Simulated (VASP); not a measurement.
Here is the system:

```xyz
1
Lattice="0.0000 1.9300 1.9300 1.9300 0.0000 1.9300 1.9300 1.9300 0.0000" Properties=species:S:1:pos:R:3 pbc="T T T"
Ir     0.0000     0.0000     0.0000
```

All values below come from optB86b-vdW, VASP's PBE PAW potentials (set 64) (plane waves; VASP). Numerical set-up: 520 eV cut-off, 18×18×18 Γ-centred mesh, tetrahedra with Blöchl corrections, potentials Ir.

Unless said otherwise, spin-orbit coupling is left out, though it shifts the bands of the heavy elements here.

Estimate the energy per atom (σ→0), band gap (on the k-mesh) with the smallest direct gap where there is one.

```yaml
band gap (on the k-mesh): none (metal, semimetal or under 0.01 eV)
energy per atom (σ→0): -6.600 eV/atom
```

The compound is Ir in the fcc structure. It was relaxed first.
